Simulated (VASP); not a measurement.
Calculation: vdW-DF2, VASP's PBE PAW potentials (set 64) (plane waves; VASP).

VASP ran on this input.

### INCAR
```
SYSTEM = SnO
PREC = Accurate; ENCUT = 520; LREAL = .False.
LASPH = .True.
EDIFF = 1E-7; NELM = 100; ALGO = Normal
LMAXMIX = 4
ISMEAR = 0; SIGMA = 0.05
GGA = ML; LUSE_VDW = .True.; AGGAC = 0.0
ZAB_VDW = -1.8867
IBRION = 2; NSW = 30; ISIF = 4
EDIFFG = -0.01
LWAVE = .False.; LCHARG = .False.
```

### KPOINTS
```
Automatic mesh
0
Gamma
6 6 4
0 0 0
```

File POSCAR:
```
SnO
1.0
  4.0466048864   0.0000000000   0.0000000000
  0.0000000000   4.0466048864   0.0000000000
  0.0000000000   0.0000000000   5.5280297545
Sn O
2 2
Cart
  2.0233024432   0.0000000000   4.3304774341
  0.0000000000   2.0233024432   1.1975523204
  2.0233024432   2.0233024432   0.0000000000
  0.0000000000   0.0000000000   0.0000000000
```

POTCAR, in this order: Sn_d O (PBE.64 set). Program: vasp_std.

What VASP printed:

### OSZICAR
```
...
DAV:   4    -0.185796963447E+02   -0.24667E+01   -0.24634E+01  1664   0.457E+01
DAV:   5    -0.186571435672E+02   -0.77447E-01   -0.77432E-01  1880   0.780E+00    0.143E+01
DAV:   6    -0.131510305147E+02    0.55061E+01   -0.46119E+01  2360   0.646E+01    0.637E+00
DAV:   7    -0.128892038473E+02    0.26183E+00   -0.52218E+00  1696   0.131E+01    0.270E+00
DAV:   8    -0.128600184667E+02    0.29185E-01   -0.74401E-01  1752   0.530E+00    0.960E-01
DAV:   9    -0.128375904655E+02    0.22428E-01   -0.18911E-01  2424   0.298E+00    0.371E-01
DAV:  10    -0.128404690410E+02   -0.28786E-02   -0.62404E-02  2184   0.152E+00    0.409E-01
DAV:  11    -0.128368647527E+02    0.36043E-02   -0.20240E-02  2176   0.944E-01    0.375E-02
DAV:  12    -0.128370030353E+02   -0.13828E-03   -0.13262E-03  1560   0.226E-01    0.215E-02
DAV:  13    -0.128370174018E+02   -0.14366E-04   -0.45604E-05  2208   0.725E-02    0.114E-02
DAV:  14    -0.128370172800E+02    0.12179E-06   -0.35745E-06  1992   0.198E-02    0.726E-03
DAV:  15    -0.128370172155E+02    0.64496E-07   -0.24271E-06  1600   0.115E-02    0.269E-03
DAV:  16    -0.128370171288E+02    0.86650E-07   -0.49996E-07  1480   0.409E-03
   1 F= -.12837017E+02 E0= -.12837017E+02  d E =-.128370E+02
       N       E                     dE             d eps       ncg     rms          rms(c)
DAV:   1    -0.128386495026E+02   -0.16323E-02   -0.91577E+00  1664   0.187E+01    0.835E-01
DAV:   2    -0.128674238697E+02   -0.28774E-01   -0.32938E-01  2112   0.471E+00    0.338E-01
DAV:   3    -0.128662410169E+02    0.11829E-02   -0.46819E-03  1784   0.671E-01    0.224E-01
DAV:   4    -0.128654612300E+02    0.77979E-03   -0.15030E-03  2136   0.548E-01    0.281E-02
DAV:   5    -0.128654817701E+02   -0.20540E-04   -0.35483E-04  1688   0.206E-01    0.124E-02
DAV:   6    -0.128654800677E+02    0.17024E-05   -0.19451E-05  2120   0.440E-02    0.756E-03
DAV:   7    -0.128654798310E+02    0.23670E-06   -0.13237E-06  1640   0.109E-02    0.291E-03
DAV:   8    -0.128654800489E+02   -0.21789E-06   -0.49748E-07  1424   0.744E-03    0.674E-04
DAV:   9    -0.128654801621E+02   -0.11329E-06   -0.44339E-08   888   0.269E-03    0.257E-04
DAV:  10    -0.128654801536E+02    0.85020E-08   -0.27039E-08   848   0.154E-03
   2 F= -.12865480E+02 E0= -.12865480E+02  d E =-.284630E-01
       N       E                     dE             d eps       ncg     rms          rms(c)
DAV:   1    -0.128570100943E+02    0.84701E-02   -0.52032E+00  1664   0.140E+01    0.628E-01
DAV:   2    -0.128731522597E+02   -0.16142E-01   -0.18549E-01  2152   0.363E+00    0.255E-01
DAV:   3    -0.128724412783E+02    0.71098E-03   -0.22891E-03  1776   0.508E-01    0.167E-01
DAV:   4    -0.128720054683E+02    0.43581E-03   -0.84589E-04  2168   0.423E-01    0.231E-02
DAV:   5    -0.128720156065E+02   -0.10138E-04   -0.20975E-04  1648   0.160E-01    0.107E-02
DAV:   6    -0.128720137352E+02    0.18714E-05   -0.12486E-05  2032   0.371E-02    0.615E-03
DAV:   7    -0.128720135983E+02    0.13682E-06   -0.15315E-06  1688   0.898E-03    0.262E-03
DAV:   8    -0.128720134700E+02    0.12834E-06   -0.46086E-07  1392   0.529E-03    0.622E-04
DAV:   9    -0.128720136648E+02   -0.19477E-06   -0.66345E-08   848   0.454E-03    0.288E-04
DAV:  10    -0.128720136924E+02   -0.27655E-07   -0.34699E-08   824   0.141E-03
   3 F= -.12872014E+02 E0= -.12872014E+02  d E =-.349966E-01
       N       E                     dE             d eps       ncg     rms          rms(c)
DAV:   1    -0.129107648637E+02   -0.38751E-01   -0.17735E+00  1528   0.111E+01    0.111E+00
DAV:   2    -0.128913747942E+02    0.19390E-01   -0.73429E-02  1816   0.329E+00    0.676E-01
DAV:   3    -0.128808568076E+02    0.10518E-01   -0.12035E-02  2016   0.123E+00    0.188E-01
DAV:   4    -0.128803209331E+02    0.53587E-03   -0.26513E-03  2096   0.471E-01    0.497E-02
DAV:   5    -0.128803107583E+02    0.10175E-04   -0.57332E-04  1536   0.216E-01    0.133E-02
DAV:   6    -0.128803084676E+02    0.22906E-05   -0.35307E-05  1928   0.578E-02    0.567E-03
DAV:   7    -0.128803092491E+02   -0.78151E-06   -0.91546E-06  1784   0.212E-02    0.422E-03
DAV:   8    -0.128803090990E+02    0.15016E-06   -0.20009E-06  1480   0.104E-02    0.101E-03
DAV:   9    -0.128803089636E+02    0.13541E-06   -0.18183E-07  1104   0.512E-03    0.262E-04
DAV:  10    -0.128803089567E+02    0.69258E-08   -0.31475E-08   824   0.179E-03
   4 F= -.12880309E+02 E0= -.12880309E+02  d E =-.829526E-02
       N       E                     dE             d eps       ncg     rms          rms(c)
DAV:   1    -0.131574318108E+02   -0.27712E+00   -0.15711E+01  1552   0.331E+01    0.329E+00
DAV:   2    -0.129832026394E+02    0.17423E+00   -0.61337E-01  1752   0.893E+00    0.200E+00
DAV:   3    -0.128875197815E+02    0.95683E-01   -0.12371E-01  1976   0.320E+00    0.473E-01
DAV:   4    -0.128846257375E+02    0.28940E-02   -0.17055E-02  1984   0.120E+00    0.138E-01
DAV:   5    -0.128845349000E+02    0.90837E-04   -0.24853E-03  1576   0.487E-01    0.248E-02
DAV:   6    -0.128845394016E+02   -0.45016E-05   -0.17078E-04  1904   0.133E-01    0.151E-02
DAV:   7    -0.128845417538E+02   -0.23521E-05   -0.38761E-05  1872   0.447E-02    0.803E-03
DAV:   8    -0.128845417618E+02   -0.80399E-08   -0.96748E-06  1864   0.259E-02    0.202E-03
DAV:   9    -0.128845416992E+02    0.62567E-07   -0.94891E-07  1488   0.118E-02
   5 F= -.12884542E+02 E0= -.12884542E+02  d E =-.125280E-01
       N       E                     dE             d eps       ncg     rms          rms(c)
DAV:   1    -0.129233132556E+02   -0.38771E-01   -0.21874E+00  1464   0.125E+01    0.123E+00
DAV:   2    -0.129004341399E+02    0.22879E-01   -0.92413E-02  1760   0.366E+00    0.756E-01
DAV:   3    -0.128871514214E+02    0.13283E-01   -0.16579E-02  1976   0.148E+00    0.199E-01
DAV:   4    -0.128867047618E+02    0.44666E-03   -0.35870E-03  2080   0.626E-01    0.637E-02
DAV:   5    -0.128867063472E+02   -0.15855E-05   -0.74214E-04  1576   0.235E-01    0.167E-02
DAV:   6    -0.128867002754E+02    0.60718E-05   -0.53298E-05  2016   0.702E-02    0.570E-03
DAV:   7    -0.128866994254E+02    0.84999E-06   -0.12185E-05  1784   0.241E-02    0.460E-03
DAV:   8    -0.128866997197E+02   -0.29426E-06   -0.17582E-06  1456   0.102E-02    0.117E-03
DAV:   9    -0.128866998353E+02   -0.11564E-06   -0.13401E-07  1128   0.448E-03    0.484E-04
DAV:  10    -0.128866998705E+02   -0.35163E-07   -0.35412E-08   832   0.200E-03
   6 F= -.12886700E+02 E0= -.12886700E+02  d E =-.146862E-01
       N       E                     dE             d eps       ncg     rms          rms(c)
DAV:   1    -0.128867977678E+02   -0.97932E-04   -0.56892E-03  1528   0.632E-01    0.627E-02
DAV:   2    -0.128867359796E+02    0.61788E-04   -0.22114E-04  1904   0.202E-01    0.384E-02
DAV:   3    -0.128867020006E+02    0.33979E-04   -0.41177E-05  1976   0.825E-02    0.982E-03
DAV:   4    -0.128867007570E+02    0.12436E-05   -0.11297E-05  2104   0.269E-02    0.303E-03
DAV:   5    -0.128867003583E+02    0.39873E-06   -0.24756E-06  1600   0.135E-02    0.115E-03
DAV:   6    -0.128867003754E+02   -0.17190E-07   -0.23835E-07  1072   0.495E-03
   7 F= -.12886700E+02 E0= -.12886700E+02  d E =-.146867E-01
       N       E                     dE             d eps       ncg     rms          rms(c)
DAV:   1    -0.128866453405E+02    0.55018E-04   -0.32980E-02  1664   0.109E+00    0.435E-02
DAV:   2    -0.128867381481E+02   -0.92808E-04   -0.10410E-03  2200   0.274E-01    0.163E-02
DAV:   3    -0.128867345034E+02    0.36447E-05   -0.13597E-05  1688   0.371E-02    0.110E-02
DAV:   4    -0.128867323642E+02    0.21392E-05   -0.36745E-06  2128   0.269E-02    0.234E-03
DAV:   5    -0.128867326344E+02   -0.27019E-06   -0.95240E-07  1568   0.978E-03    0.908E-04
DAV:   6    -0.128867328034E+02   -0.16895E-06   -0.49944E-08   872   0.294E-03    0.404E-04
DAV:   7    -0.128867328251E+02   -0.21693E-07   -0.14080E-08   832   0.136E-03
   8 F= -.12886733E+02 E0= -.12886733E+02  d E =-.324496E-04
```

**OUTCAR**
```
------------------------ aborting loop because EDIFF is reached ----------------------------------------
  FORCE on cell =-STRESS in cart. coord.  units (eV):
  Direction    XX          YY          ZZ          XY          YZ          ZX
  --------------------------------------------------------------------------------------
  Total       -0.3713739     -0.3713739     -0.3858364      0.0000000      0.0000000      0.0000000
  in kB       -6.5730968     -6.5730968     -6.8290744      0.0000000      0.0000000      0.0000000
  external PRESSURE =      -6.6584227 kB  Pullay stress =       0.0000000 kB
  volume of cell :       90.52
      direct lattice vectors                 reciprocal lattice vectors
     3.970115510  0.000000000  0.000000000     0.251881840  0.000000000  0.000000000
     0.000000000  3.970115510 -0.000000000     0.000000000  0.251881840 -0.000000000
     0.000000000  0.000000000  5.743090894     0.000000000  0.000000000  0.174122266
 POSITION                                       TOTAL-FORCE (eV/Angst)
 -----------------------------------------------------------------------------------
      1.98506      0.00000      4.56174         0.000000      0.000000      0.004438
      0.00000      1.98506      1.18135        -0.000000     -0.000000     -0.004438
      1.98506      1.98506     -0.00000         0.000000     -0.000000      0.000000
      0.00000      0.00000     -0.00000         0.000000      0.000000      0.000000
 -----------------------------------------------------------------------------------
    total drift:                                0.000000      0.000000      0.000000
  FREE ENERGIE OF THE ION-ELECTRON SYSTEM (eV)
  ---------------------------------------------------
  free  energy   TOTEN  =       -12.8867328251 eV

  energy  without entropy=      -12.8867328251  energy(sigma->0) =      -12.88673283

 reached required accuracy - stopping structural energy minimisation
```
(Selected blocks of OUTCAR.)

**CONTCAR**
```
SnO
   1.00000000000000
     3.9701155101148280    0.0000000000000000    0.0000000000000000
     0.0000000000000000    3.9701155101148280   -0.0000000000000000
     0.0000000000000000    0.0000000000000000    5.7430908941445029
  Sn              O
     2     2
Direct
     0.5000000000000000    0.0000000000000000    0.7943004577511606
     0.0000000000000000    0.5000000000000000    0.2056995422488393
     0.5000000000000000    0.5000000000000000    0.0000000000000000
     0.0000000000000000    0.0000000000000000    0.0000000000000000
```

The compound is SnO in the litharge structure. This cell is one point of a volume scan, at 1.06 of the reference volume. Symmetry was kept, so distortions that lower it aren't found.
